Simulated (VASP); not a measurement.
Input for VASP

### POSCAR
```
Li
1
    1.7450000000    -1.7450000000     1.7450000000
   -1.7450000000     1.7450000000     1.7450000000
    1.7450000000     1.7450000000    -1.7450000000
Li
1
Direct
  0.0000000000   0.0000000000   0.0000000000
```

### KPOINTS
```
Automatic mesh
0
Gamma
11 11 11
0 0 0
```

**INCAR**
```
SYSTEM = Li
PREC = Accurate
ENCUT = 520
EDIFF = 1E-6
NELM = 100
ALGO = Normal
LREAL = .FALSE.
LASPH = .TRUE.
ISMEAR = 1
SIGMA = 0.1
GGA = PE
LWAVE = .FALSE.
LCHARG = .FALSE.
ISIF = 2
```

POTCAR, in this order: Li_sv (PBE.64 set). Program: vasp_std.

The run wrote:

File standard output:
```
 -----------------------------------------------------------------------------
|                                                                             |
|     EEEEEEE  RRRRRR   RRRRRR   OOOOOOO  RRRRRR      ###     ###     ###     |
|     E        R     R  R     R  O     O  R     R     ###     ###     ###     |
|     E        R     R  R     R  O     O  R     R     ###     ###     ###     |
|     EEEEE    RRRRRR   RRRRRR   O     O  RRRRRR       #       #       #      |
|     E        R   R    R   R    O     O  R   R                               |
|     E        R    R   R    R   O     O  R    R      ###     ###     ###     |
|     EEEEEEE  R     R  R     R  OOOOOOO  R     R     ###     ###     ###     |
|                                                                             |
|     ERROR: the triple product of the basis vectors is negative exchange     |
|     two basis vectors                                                       |
|                                                                             |
|       ---->  I REFUSE TO CONTINUE WITH THIS SICK JOB ... BYE!!! <----       |
|                                                                             |
 -----------------------------------------------------------------------------
```

Question: From input and log, find the fault in this run and mend it.

Answer: The cause: the lattice vectors form a left-handed set. VASP stops with an error: ERROR: the triple product of the basis vectors is negative exchange two basis vectors ----> I REFUSE TO CONTINUE WITH THIS SICK JOB ... BYE!!! <---- To mend it, correct POSCAR.
**POSCAR**
```
Li
1
   -1.7450000000     1.7450000000     1.7450000000
    1.7450000000    -1.7450000000     1.7450000000
    1.7450000000     1.7450000000    -1.7450000000
Li
1
Direct
  0.0000000000   0.0000000000   0.0000000000
```
The mended run (PBE GGA, plane waves, VASP's PBE PAW potentials (set 64)) converges, and its OSZICAR ends with
```
   1 F= -.19059810E+01 E0= -.19057238E+01  d E =-.771495E-03
```

The compound is Li in the bcc structure. The cell was not relaxed at this level.
